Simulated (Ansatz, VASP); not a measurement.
# Cross-check of Pt (Pt(110)) between VASP and Ansatz, part 2 of 2

Wanted: the spread between two codes on one cell, functional and k mesh.

VASP 6.6.1 and Ansatz 0.2.0.

So far: The starting structure; VASP: band structure, LDA.

## (3) Ansatz: band structure, LDA

Level of this step: Ansatz beside VASP: Kohn-Sham DFT, plane waves, LDA (Ansatz).

Ansatz runs on its default PAW (the set named soft_2) files.

The same cell, functional (in two slightly different forms), mesh and smearing now go to Ansatz, which takes its cutoff from its data sets.

Contents of input.yaml:

```yaml
crystal:
  lattice:
    - [3.92, 0.0, 0.0]
    - [0.0, 2.7718585823, 0.0]
    - [0.0, 0.0, 26.3155757468]
  atoms:
    - { symbol: Pt, position: [0.0, 0.0, 0.3420027776] }
    - { symbol: Pt, position: [0.5, 0.5, 0.3946685184] }
    - { symbol: Pt, position: [0.0, 0.0, 0.4473342592] }
    - { symbol: Pt, position: [0.5, 0.5, 0.5] }
    - { symbol: Pt, position: [0.0, 0.0, 0.5526657408] }
    - { symbol: Pt, position: [0.5, 0.5, 0.6053314816] }
    - { symbol: Pt, position: [0.0, 0.0, 0.6579972224] }
hamiltonian:
  xc: lda
  pseudopotentials: { kind: paw }
kpoints:
  mp_grid: { grid: [11, 15, 1] }
  band_path:
    path:
      - [0.0, 0.0, 0.0]
      - [-0.07692, 0.0, 0.0]
      - [-0.15385, 0.0, 0.0]
      - [-0.26923, 0.0, 0.0]
      - [-0.34615, 0.0, 0.0]
      - [-0.42308, 0.0, 0.0]
      - [-0.5, 0.0, 0.0]
      - [-0.5, -0.07692, 0.0]
      - [-0.5, -0.19231, 0.0]
      - [-0.5, -0.26923, 0.0]
      - [-0.5, -0.34615, 0.0]
      - [-0.5, -0.46154, 0.0]
      - [-0.5, -0.5, 0.0]
      - [-0.42308, -0.5, 0.0]
      - [-0.30769, -0.5, 0.0]
      - [-0.23077, -0.5, 0.0]
      - [-0.11538, -0.5, 0.0]
      - [-0.03846, -0.5, 0.0]
      - [0.0, -0.5, 0.0]
      - [0.0, -0.38462, 0.0]
      - [0.0, -0.30769, 0.0]
      - [0.0, -0.23077, 0.0]
      - [0.0, -0.11538, 0.0]
      - [0.0, -0.03846, 0.0]
      - [-0.03846, -0.03846, 0.0]
      - [-0.11538, -0.11538, 0.0]
      - [-0.19231, -0.19231, 0.0]
      - [-0.30769, -0.30769, 0.0]
      - [-0.38462, -0.38462, 0.0]
      - [-0.5, -0.5, 0.0]
    npoints: 1
scf:
  occupations: { method: fermi_dirac, width: 0.1 }
  n_extra_bands: 9
efield:
  axis: 3
  dipole_correction: true
  ramp_width: 0.04
output:
  forces: true
  eigenvalues: true
```

The run is started by

```
> ansatz run input.yaml --threads 4 --pin off --max-ram 9216MiB --backend cpu --events-out ev --progress --plain --runs-dir out
```

Numbers of over 12 decimals in the logs are rounded to 6 here.

What it wrote:

```text
scf.n_extra_bands = 9 over 63 filled bands (N_el = 126.0): the run solves 72 bands
Engine: ansatz 0.2.0, aarch64-unknown-linux-gnu
Pseudopotentials: kind: paw
Pseudopotential: Pt, paw, valence charge 18, recommended cutoff 420 eV (normal), Pt.paw.azcp
Functional definition: SPW92
  exchange = slater_x
  correlation = pw_c
Crystal: 7 atoms, lattice volume = 285.937 Å³
Basis set: ecut = 420 eV, 5587 PW (Γ)
Bands: 72, of which v1, the nominal top of the filled ones, is band 63 counted from 1 (62 counted from 0)
Symmetry: 4 space group operations
k-points: 48 of 165
Non-local potential: Pt, projectors of the file, l = 0: 3, l = 1: 2, l = 2: 2, l = 3: 1
PAW form: soft (Blöchl's): semilocal exchange-correlation on the pseudo side does not see the compensation charge
PAW frozen core: Pt, regenerated for the run's functional, and the local potential with it (the file was generated under x = pbe(κ = 0.804, μ = 0.219515), c = pbe(β = 0.066725))
PAW one-centre angular grid: Pt, 590 points (default); XC on 64 Gauss nodes
Initial density: superposition of atomic densities (neutral atoms: chi_scale 0, normalization atom), corrected by the library's trained network
Initial wavefunctions: pseudopotential atomic-orbital guess
Functional: x = slater, c = lda
SCF iter   1: F=—  HF=-85711.541526 eV  |F-HF|=—  |Δ(HF+E_count)|=         —  Δρ=1.37e-2  dr2=4.69e0  ethr=1.77e-3  p=0.000 e·Å  D=1.20e-13 V/Å  ΔV_dip=-0.00 eV  dr2_dipole=1.78e-9  V_vac-E_F(+/−)=5.22/5.22 eV  ⟨swp⟩=7.7  Hψ=14702  notcnv=0  defer=9
efield: sawtooth ramp at fractional position 0.9800 (placed from the atoms, in the widest stretch of the axis that holds none; the zero of the levels goes with the place), width 0.0400; the density the first Hamiltonian is built on has a dipole p = 0.000 e·Å; the dipole correction subtracts the counter field D = 1.20e-13 V/Å, which shifts the + side's vacuum level by -0.00 eV against the − side's; the planar-averaged density in the ramp window peaks in size at 2.1e-6 e/Å³
preconditioner: auto → LDOS  [metal: Δε(μ)=0.001 eV  Ē_g=5.901 eV  σ=0.100 eV  W_gap=0.00  n_scr=62 (ndim 8)  ℏωp=18.4 eV  f_vac=0.572  D(μ)=12.54/eV (n_scr^D=102)  β→1.0]
SCF iter   2: F=—  HF=-85711.432549 eV  |F-HF|=—  |Δ(HF+E_count)|=   1.09e-1  Δρ=6.10e-3  dr2=2.71e-1  ethr=1.77e-3  p=-0.000 e·Å  D=-5.52e-6 V/Å  ΔV_dip=0.00 eV  dr2_dipole=5.81e-8  V_vac-E_F(+/−)=5.55/5.55 eV  ⟨swp⟩=2.0  Hψ=4214  notcnv=0  defer=23
SCF iter   3: F=—  HF=-85711.424735 eV  |F-HF|=—  |Δ(HF+E_count)|=   7.81e-3  Δρ=2.83e-3  dr2=1.10e-1  ethr=2.15e-4  p=0.000 e·Å  D=4.74e-7 V/Å  ΔV_dip=-0.00 eV  dr2_dipole=1.20e-10  V_vac-E_F(+/−)=5.55/5.55 eV  ⟨swp⟩=2.3  Hψ=5174  notcnv=0  defer=24
SCF iter   4: F=—  HF=-85711.416072 eV  |F-HF|=—  |Δ(HF+E_count)|=   8.66e-3  Δρ=7.33e-4  dr2=3.03e-3  ethr=8.76e-5  p=-0.000 e·Å  D=-1.76e-6 V/Å  ΔV_dip=0.00 eV  dr2_dipole=8.81e-10  V_vac-E_F(+/−)=5.61/5.61 eV  ⟨swp⟩=2.1  Hψ=4846  notcnv=0  defer=24
SCF iter   5: F=—  HF=-85711.415716 eV  |F-HF|=—  |Δ(HF+E_count)|=   3.56e-4  Δρ=3.85e-4  dr2=8.43e-4  ethr=2.40e-6  p=-0.000 e·Å  D=-4.40e-7 V/Å  ΔV_dip=0.00 eV  dr2_dipole=1.01e-10  V_vac-E_F(+/−)=5.62/5.62 eV  ⟨swp⟩=2.9  Hψ=6046  notcnv=0  defer=24
SCF iter   6: F=—  HF=-85711.415654 eV  |F-HF|=—  |Δ(HF+E_count)|=   6.14e-5  Δρ=2.07e-4  dr2=2.51e-4  ethr=6.69e-7  p=-0.000 e·Å  D=-1.68e-7 V/Å  ΔV_dip=0.00 eV  dr2_dipole=4.19e-12  V_vac-E_F(+/−)=5.62/5.62 eV  ⟨swp⟩=1.6  Hψ=3872  notcnv=0  defer=24
SCF iter   7: F=—  HF=-85711.415644 eV  |F-HF|=—  |Δ(HF+E_count)|=   9.82e-6  Δρ=6.85e-5  dr2=2.67e-5  ethr=1.99e-7  p=0.000 e·Å  D=2.43e-8 V/Å  ΔV_dip=-0.00 eV  dr2_dipole=2.62e-12  V_vac-E_F(+/−)=5.63/5.63 eV  ⟨swp⟩=2.1  Hψ=4748  notcnv=0  defer=24
SCF iter   8: F=—  HF=-85711.415696 eV  |F-HF|=—  |Δ(HF+E_count)|=   5.18e-5  Δρ=1.52e-5  dr2=1.24e-6  ethr=2.12e-8  p=0.000 e·Å  D=7.19e-8 V/Å  ΔV_dip=-0.00 eV  dr2_dipole=4.34e-12  V_vac-E_F(+/−)=5.63/5.63 eV  ⟨swp⟩=2.0  Hψ=5124  notcnv=0  defer=24
SCF iter   9: F=—  HF=-85711.415697 eV  |F-HF|=—  |Δ(HF+E_count)|=   7.04e-7  Δρ=4.19e-6  dr2=1.39e-7  ethr=9.82e-10  p=0.000 e·Å  D=2.94e-8 V/Å  ΔV_dip=-0.00 eV  dr2_dipole=2.89e-13  V_vac-E_F(+/−)=5.63/5.63 eV  ⟨swp⟩=3.1  Hψ=6759  notcnv=0  defer=24
SCF iter  10: F=-85711.415697 eV  HF=-85711.415697 eV  |F-HF|=5.57e-9  |Δ(HF+E_count)|=   1.70e-7  Δρ=1.62e-6  dr2=1.69e-8  ethr=7.94e-11  p=0.000 e·Å  D=2.76e-8 V/Å  ΔV_dip=-0.00 eV  dr2_dipole=2.37e-15  V_vac-E_F(+/−)=5.63/5.63 eV  ⟨swp⟩=10.2  Hψ=13534  notcnv=0
SCF 1 converged in 10 iterations: F = -85711.415697 eV  dr2 = 1.69e-8
  greatest PAW one-centre occupation: 1.000 electrons in one spin orbital (limit 2), on the Pt atom at site 2 (counted from 0), in its partial waves of l = 0
NSCF: frozen V_eff on 30 k-points
efield: sawtooth ramp at fractional position 0.9800 (kept from the solve that this one continues, or follows in the run), width 0.0400; the density the first Hamiltonian is built on has a dipole p = 0.000 e·Å; the dipole correction subtracts the counter field D = 2.76e-8 V/Å, which shifts the + side's vacuum level by -0.00 eV against the − side's; the planar-averaged density in the ramp window peaks in size at 3.7e-7 e/Å³
SCF converged after 10 iterations
Free energy (F): -85711.415697 eV
Harris-Foulkes:  -85711.415697 eV  (|F-HF|=5.57e-9)
Internal energy: -85710.990768 eV  (E = F + TS)
E sigma→0 (E₀):  -85711.203232 eV
Entropy (-TS):   -0.424929 eV (-60.704 meV/atom)
Fermi energy:    4.912806 eV
Dipole field:    D = 0.000000 V/Å  (p = 0.000000 e·Å, saw-weighted, corrected)
Work function:   Φ+ = 5.6273 eV   Φ− = 5.6273 eV
Levels:          The Fermi level and band energies are counted from a zero that moves with the ramp; work functions are not
--- Per-component energies (eV) ---
  E_band       = -3190.297905
  E_kinetic    = 4460.570664
  E_local      = -242456.952428  (includes V_loc(G=0)·N_el)
  E_nonlocal   = 1451.263247
  E_hartree    = 118765.102117
  E_xc         = -1816.100784
  E_vxc        = -2110.523850  (∫ρ·V_xc dr)
  E_paw        = -64244.035615  (= ΣΔE_a)
  E_vpaw       = -2064.833262  (= ΣTr[D̂ρ^β])
  E_aug_tail   = 0.001224  (compensation charges beyond the density's cutoff)
  E_efield     = 0.000000  (sawtooth field / dipole correction)
  E_vefield    = 0.000000  (∫n·V_field dr)
  E_ewald      = 98125.913721
  E_core_change = 3.247086  (= ΣΔE_core)
  E_smearing   = -0.424929  (= −TS)
  E_closure    = 0.000000  (closes the sum)
  Σ components = -85711.415697   (vs F -85711.415697, Δ=0.00e0)
--- Forces (eV/Å), atoms counted from 1 ---
  atom   1  Pt     0.00000000     0.00000000     1.35988984
  atom   2  Pt     0.00000000     0.00000000    -0.96092595
  atom   3  Pt     0.00000000     0.00000000    -0.01546604
  atom   4  Pt     0.00000000     0.00000000     0.00000007
  atom   5  Pt     0.00000000     0.00000000     0.01546610
  atom   6  Pt     0.00000000     0.00000000     0.96092599
  atom   7  Pt     0.00000000     0.00000000    -1.35989013
  max |Σ_I F_I| component: 1.17e-7 eV/Å
--- Band table (eV; the first three rows and the last of 48) ---
  k-point 0: bands = [... 59 lower, 4.1834, 4.4425, 4.4465, 4.7982, 4.8693, 5.0841, 5.1003, 5.3622, ... 5 higher]
  k-point 1: bands = [... 59 lower, 4.1226, 4.4606, 4.5735, 4.5978, 4.7494, 5.1038, 5.1433, 5.2593, ... 5 higher]
  k-point 2: bands = [... 59 lower, 3.9281, 4.4673, 4.4777, 4.5138, 4.5544, 5.0453, 5.2855, 5.3673, ... 5 higher]
  k-point 47: bands = [... 59 lower, 4.9462, 4.9550, 5.1440, 5.1760, 5.6311, 6.2704, 7.8323, 8.4192, ... 5 higher]
```

The job ended after 34 s (4 threads of Arm Neoverse V2, shared host; peak memory 1 GiB).

The column dr2 measures how far the density is from self-consistency, as an energy; F and HF (Harris–Foulkes) agree once it is small.

## (4) Differences

Known differences besides the potentials themselves: the two LDA forms differ slightly; the data sets hold 126 valence electrons in Ansatz (default PAW (the set named soft_2) files) and 70 in VASP; the cutoff is 420 eV in Ansatz and 300 eV in VASP (PREC = Normal); VASP's log shows a relativistic correction to its local exchange, Ansatz's none. Total energies have different zeros and are not compared.

Compared:

| quantity | Ansatz | VASP | difference |
| --- | --- | --- | --- |
| work function, lower of the two faces (eV) | 5.63 | 5.62 | +0.01 |
| work function, higher of the two faces (eV) | 5.63 | 5.62 | +0.01 |

Forces (eV/Å; atoms numbered as in POSCAR):

| atom | Ansatz x, y, z | VASP x, y, z |
| --- | --- | --- |
| Pt1 | 0.000, 0.000, 1.360 | 0.000, 0.000, 1.320 |
| Pt2 | 0.000, 0.000, -0.961 | 0.000, 0.000, -0.961 |
| Pt3 | 0.000, 0.000, -0.015 | 0.000, 0.000, -0.024 |
| Pt4 | 0.000, 0.000, 0.000 | 0.000, 0.000, 0.000 |
| Pt5 | 0.000, 0.000, 0.015 | 0.000, 0.000, 0.024 |
| Pt6 | 0.000, 0.000, 0.961 | 0.000, 0.000, 0.961 |
| Pt7 | 0.000, 0.000, -1.360 | 0.000, 0.000, -1.320 |

The forces differ by 13 meV/Å r.m.s., which is 2.5 % of the r.m.s. force of 0.50 eV/Å (both taken over all components). Levels from 3 eV below to 2 eV above the Fermi level differ by 6 meV r.m.s. and 23 meV at most; each VASP level is matched to the nearest of Ansatz, which flatters the figure a little. VASP's log warns that it found no field-free region in the vacuum, so its work functions are uncertain.

## (5) Outcome

```yaml
r_m_s_difference_of_levels_near_the_fermi_level_band_structure_lda: 6.4 meV
r_m_s_force_difference_band_structure_lda: 2.5 % of the r.m.s. force
```

In words: The r.m.s. force difference is 2.5 % of the r.m.s. force (band structure, LDA), within the 3 % picked in this series as the mark of a large difference. Such differences can come from data sets, numerical settings and the points named under the comparisons, not from the functional's error against experiment.

[Lines on the potential files, build, host, timing and source positions are cut from VASP's logs without a mark.]

[Logs are printed without paths, hosts, clocks, repeated set-up lines and the standing remarks that a program may print on its own settings, such as how far it seeks lower states.]

[Hosts, paths, dates, database ids (printed as entryN), source tags and the programs' standing remarks are cut or masked in the printed files.]
